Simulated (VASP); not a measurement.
Ni:

```xyz
1
Lattice="0.0000 1.7619 1.7619 1.7619 0.0000 1.7619 1.7619 1.7619 0.0000" Properties=species:S:1:pos:R:3 pbc="T T T"
Ni    0.0000    0.0000    0.0000
```

```yaml
Program: VASP 6.6.1
Task: relaxation of cell and atoms
Functional: r2SCAN
Potentials_or_basis: VASP PAW PBE potentials, release 64 (Ni)
Cutoff: 600 eV
k_mesh: 18 × 18 × 18
Occupations: methfessel-paxton, width 0.1 eV
Spin: collinear spin, ferromagnetic start
Starting_moments: "[2.0] μB"
```

At the start: pressure -7.3 GPa; volume 10.94 Å³/atom.

**Question.** Where does the relaxation end?

**Answer.** Over 3 steps the energy falls by 9.7 meV/atom and the volume is 10.53 Å³/atom (-3.7 %); space group Fm-3m (No. 225, to 0.05 Å); moment 0.74 μB per cell.

Step by step:
| step | energy change (eV) | largest force (eV/Å) | pressure (GPa) | volume (Å³) |
| --- | --- | --- | --- | --- |
| 1 | 0.0000 | 0.0000 | -7.35 | 10.94 |
| 2 | -0.0004 | 0.0000 | 8.83 | 10.16 |
| 3 | -0.0097 | 0.0000 | 0.04 | 10.53 |

Final structure:
```xyz
1
Lattice="0.0000 1.7397 1.7397 1.7397 0.0000 1.7397 1.7397 1.7397 0.0000" Properties=species:S:1:pos:R:3 pbc="T T T"
Ni    0.0000    0.0000    0.0000
```

Caveat: the PAW data sets were made with another functional, which shifts forces and pressure a little.
